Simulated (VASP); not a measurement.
Given:

```xyz
2
Lattice="0.0000 2.5388 2.5388 2.5388 0.0000 2.5388 2.5388 2.5388 0.0000" Properties=species:S:1:pos:R:3 pbc="T T T"
Sr     2.5388     2.5388     2.5388
O      0.0000     0.0000     0.0000
```

The numbers are results of LDA (Ceperley-Alder, Perdew-Zunger), VASP's LDA PAW potentials (set 64) (plane waves; VASP), not measurements. Run with 520 eV cut-off, Gaussian smearing of 0.050 eV, potentials Sr_sv O.

Estimate the band gap (along the path) with the smallest direct gap where there is one.

| Property | Result |
|---|---|
| band gap (along the path) | 3.07 eV |
| smallest direct gap (along the path) | 3.12 eV |

Only differences to runs with the same potentials and settings are physical.

The structure comes from a computed database's SrO entry (Fm-3m); how it stands against other phases isn't given here. It was relaxed first, which changed the volume by -5 %.
